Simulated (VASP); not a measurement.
Data:

```
CELL_PARAMETERS angstrom
      1.95190    -3.38079     0.00000
      1.95190     3.38079     0.00000
      0.00000     0.00000     6.04143
ATOMIC_POSITIONS crystal
  La 0.33333 0.66667 0.24547
  La 0.66667 0.33333 0.75453
  O  0.00000 0.00000 0.00000
  O  0.33333 0.66667 0.64572
  O  0.66667 0.33333 0.35428
```

These are PBEsol GGA, VASP's PBE PAW potentials (set 64) (plane waves; VASP) values and carry that method's errors. Settings: 520 eV cut-off, 8×8×5 Γ-centred mesh, Gaussian smearing of 0.010 eV, potentials La O.

Estimate the energy per atom (σ→0).

```
Item                                   Result
---------------------  ----------------------
energy per atom (σ→0)  -843.5 kJ/mol of atoms
```

Total energies compare only between runs with the same potentials, cut-off and functional.

The compound is La2O3 in the a-type structure. It was relaxed first.
